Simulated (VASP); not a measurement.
Ag:

```xyz
1
Lattice="0.0000 2.0427 2.0427 2.0427 0.0000 2.0427 2.0427 2.0427 0.0000" Properties=species:S:1:pos:R:3 pbc="T T T"
Ag    0.0000    0.0000    0.0000
```

| Item | Value |
| --- | --- |
| Program | VASP 6.6.1 |
| Task | relaxation of cell and atoms |
| Functional | PBE |
| Potentials or basis | VASP PAW PBE potentials, release 64 (Ag) |
| Cutoff | 600 eV |
| k mesh | 16 × 16 × 16 |
| Occupations | methfessel-paxton, width 0.1 eV |
| Spin | no spin polarisation |

At the start: pressure 4.5 GPa; volume 17.05 Å³/atom.

Task: How do energy, volume and symmetry change on relaxing?

Result: Over 3 steps the energy falls by 10.3 meV/atom and the volume is 17.81 Å³/atom (+4.5 %); space group Fm-3m (No. 225, to 0.05 Å).

The path:
| step | energy change (eV) | largest force (eV/Å) | pressure (GPa) | volume (Å³) |
| --- | --- | --- | --- | --- |
| 1 | 0.0000 | 0.0000 | 4.53 | 17.05 |
| 2 | -0.0072 | 0.0000 | -2.08 | 18.27 |
| 3 | -0.0103 | 0.0000 | 0.02 | 17.81 |

Final structure:
```
Ag
1.0
     0.00000    2.07287    2.07287
     2.07287    0.00000    2.07287
     2.07287    2.07287    0.00000
Ag
1
Direct
  0.00000 0.00000 0.00000
```
